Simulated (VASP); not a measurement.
Method: r2SCAN meta-GGA, VASP's PBE PAW potentials (set 64) (plane waves; VASP).

Input for VASP

### INCAR
```
SYSTEM = Si2Mo
PREC = Accurate; ENCUT = 400; LREAL = .FALSE.
LASPH = .TRUE.
EDIFF = 1E-7; NELM = 100; ALGO = Normal
LMAXMIX = 4; LMIXTAU = .TRUE.
ISMEAR = -5
METAGGA = R2SCAN
ISIF = 2
LWAVE = .FALSE.; LCHARG = .FALSE.; LORBIT = 11
NEDOS = 601
LEFG = .TRUE.
```

**KPOINTS_OPT**
```
k-points along high-symmetry lines
10
Line-mode
Reciprocal
  0.000000   0.000000   0.000000 ! GAMMA
  0.500000   0.000000   0.500000 ! X

  0.500000   0.000000   0.500000 ! X
  0.625000   0.250000   0.625000 ! U

  0.375000   0.375000   0.750000 ! K
  0.000000   0.000000   0.000000 ! GAMMA

  0.000000   0.000000   0.000000 ! GAMMA
  0.500000   0.500000   0.500000 ! L

  0.500000   0.500000   0.500000 ! L
  0.500000   0.250000   0.750000 ! W

  0.500000   0.250000   0.750000 ! W
  0.500000   0.000000   0.500000 ! X
```

**KPOINTS**
```
Automatic mesh
0
Gamma
10 10 10
0 0 0
```

### POSCAR
```
Si2Mo
5.8243030
  0.0000000000   0.5000000248   0.5000000248
  0.5000000248   0.0000000000   0.5000000248
  0.5000000248   0.5000000248   0.0000000000
Mo Si
1 2
Cartesian
  0.0000000000   0.0000000000   0.0000000000
  0.2500000124   0.2500000124   0.2500000124
  0.7500000371   0.7500000371   0.7500000371
```

POTCAR, in this order: Mo_sv Si (PBE.64 set). Program: vasp_std.

The resulting files:

### OUTCAR
```
 ion  position               nearest neighbor table
   1  0.000  0.000  0.000-   2 2.52   3 2.52   3 2.52   3 2.52   3 2.52   2 2.52   2 2.52   2 2.52
  LATTYP: Found a face centered cubic cell.
 ALAT       =     5.8243032884
 Subroutine PRICEL returns:
 Original cell was already a primitive cell.
 Subroutine GETGRP returns: Found 48 space group operations
The static configuration has the point symmetry O_h .
The dynamic configuration has the point symmetry O_h .
 Subroutine INISYM returns: Found 48 space group operations
 Subroutine IBZKPT returns following result:
 Found     47 irreducible k-points:

 Following reciprocal coordinates:
            Coordinates               Weight
  0.000000  0.000000  0.000000      1.000000
  0.100000  0.000000  0.000000      8.000000
  0.200000  0.000000  0.000000      8.000000
  0.300000  0.000000  0.000000      8.000000
  0.400000  0.000000  0.000000      8.000000
  0.500000  0.000000  0.000000      4.000000
  0.100000  0.100000  0.000000      6.000000
  0.200000  0.100000  0.000000     24.000000
  0.300000  0.100000  0.000000     24.000000
  0.400000  0.100000  0.000000     24.000000
  0.500000  0.100000  0.000000     24.000000
 -0.400000  0.100000  0.000000     24.000000
 -0.300000  0.100000  0.000000     24.000000
 -0.200000  0.100000  0.000000     24.000000
 -0.100000  0.100000  0.000000     12.000000
  0.200000  0.200000  0.000000      6.000000
  0.300000  0.200000  0.000000     24.000000
  0.400000  0.200000  0.000000     24.000000
  0.500000  0.200000  0.000000     24.000000
 -0.400000  0.200000  0.000000     24.000000
 -0.300000  0.200000  0.000000     24.000000
 -0.200000  0.200000  0.000000     12.000000
  0.300000  0.300000  0.000000      6.000000
  0.400000  0.300000  0.000000     24.000000
  0.500000  0.300000  0.000000     24.000000
...
```

### OSZICAR
```
       N       E                     dE             d eps       ncg     rms          rms(c)
DAV:   1     0.720920924873E+02    0.72092E+02   -0.10226E+04  1506   0.115E+03
DAV:   2    -0.470848671796E+02   -0.11918E+03   -0.11794E+03  1809   0.298E+02
DAV:   3    -0.494532551120E+02   -0.23684E+01   -0.23337E+01  1872   0.385E+01
DAV:   4    -0.494673189519E+02   -0.14064E-01   -0.14098E-01  1711   0.335E+00
DAV:   5    -0.494674813474E+02   -0.16240E-03   -0.16268E-03  1830   0.326E-01    0.208E+01
DAV:   6    -0.422324172427E+02    0.72351E+01   -0.42710E+00  1655   0.211E+01    0.484E+00
DAV:   7    -0.423710680686E+02   -0.13865E+00   -0.16433E+00  1676   0.909E+00    0.451E+00
DAV:   8    -0.423307635810E+02    0.40304E-01   -0.50103E-01  1690   0.493E+00    0.166E+00
DAV:   9    -0.423422477931E+02   -0.11484E-01   -0.94127E-02  1459   0.266E+00    0.562E-01
DAV:  10    -0.424010610246E+02   -0.58813E-01   -0.66299E-02  1494   0.203E+00    0.224E-01
DAV:  11    -0.424010083195E+02    0.52705E-04   -0.21926E-03  1816   0.375E-01    0.133E-01
DAV:  12    -0.424012331915E+02   -0.22487E-03   -0.36604E-04  1522   0.183E-01    0.156E-02
DAV:  13    -0.424014283101E+02   -0.19512E-03   -0.13522E-04  1529   0.122E-01    0.904E-03
DAV:  14    -0.424014468150E+02   -0.18505E-04   -0.18907E-05  1676   0.454E-02    0.552E-03
DAV:  15    -0.424014713774E+02   -0.24562E-04   -0.51370E-06  1578   0.194E-02    0.304E-03
DAV:  16    -0.424014454646E+02    0.25913E-04   -0.32509E-06  1508   0.186E-02    0.104E-03
DAV:  17    -0.424014464013E+02   -0.93667E-06   -0.11199E-07  1223   0.270E-03    0.662E-04
DAV:  18    -0.424014439559E+02    0.24453E-05   -0.67067E-08   803   0.163E-03    0.383E-04
DAV:  19    -0.424014433096E+02    0.64631E-06   -0.13037E-08   782   0.106E-03    0.961E-05
DAV:  20    -0.424014430221E+02    0.28754E-06   -0.26206E-09   775   0.361E-04    0.101E-04
DAV:  21    -0.424014429597E+02    0.62356E-07   -0.40996E-10   747   0.143E-04
   1 F= -.42401443E+02 E0= -.42401443E+02  d E =0.000000E+00
       N       E                     dE             ncg
       N       E                     dE             ncg
```

### OUTCAR
```
------------------------ aborting loop because EDIFF is reached ----------------------------------------
  FORCE on cell =-STRESS in cart. coord.  units (eV):
  Direction    XX          YY          ZZ          XY          YZ          ZX
  --------------------------------------------------------------------------------------
  Total        0.0024609      0.0024609      0.0024609      0.0000000     -0.0000000     -0.0000000
  in kB        0.0798240      0.0798240      0.0798240      0.0000000     -0.0000000     -0.0000000
  external PRESSURE =       0.0798240 kB  Pullay stress =       0.0000000 kB
  volume of cell :       49.39
      direct lattice vectors                 reciprocal lattice vectors
     0.000000000  2.912151644  2.912151644    -0.171694356  0.171694356  0.171694356
     2.912151644  0.000000000  2.912151644     0.171694356 -0.171694356  0.171694356
     2.912151644  2.912151644  0.000000000     0.171694356  0.171694356 -0.171694356
 POSITION                                       TOTAL-FORCE (eV/Angst)
 -----------------------------------------------------------------------------------
      0.00000      0.00000      0.00000         0.000000      0.000000      0.000000
      1.45608      1.45608      1.45608        -0.000000     -0.000000     -0.000000
      4.36823      4.36823      4.36823         0.000000      0.000000      0.000000
 -----------------------------------------------------------------------------------
    total drift:                               -0.000000     -0.000000      0.000000
  FREE ENERGIE OF THE ION-ELECTRON SYSTEM (eV)
  ---------------------------------------------------
  free  energy   TOTEN  =       -42.4014429597 eV

  energy  without entropy=      -42.4014429597  energy(sigma->0) =      -42.40144296

 total charge

# of ion       s       p       d       tot
------------------------------------------
    1        2.359   6.153   4.286  12.797
    2        0.762   0.840   0.000   1.602
    3        0.762   0.840   0.000   1.602
--------------------------------------------------
tot          3.883   7.834   4.286  16.002

 Electric field gradients after diagonalization (V/A^2)
 (convention: |V_zz| > |V_xx| > |V_yy|)
----------------------------------------------------------------------
 ion       V_xx      V_yy      V_zz     asymmetry (V_yy - V_xx)/ V_zz
----------------------------------------------------------------------
   1      -0.001    -0.001     0.002       0.000
   2      -0.000    -0.000     0.000       0.000
   3      -0.000    -0.000     0.000       0.000
```
(Selected blocks of OUTCAR.)

For a metal the tetrahedron method with Blöchl corrections gives inexact stress and forces.

The structure was generated: Si2Mo was put into the fluorite type (Fm-3m), which need not be its known phase. It was relaxed first, which changed the volume by -12 %.
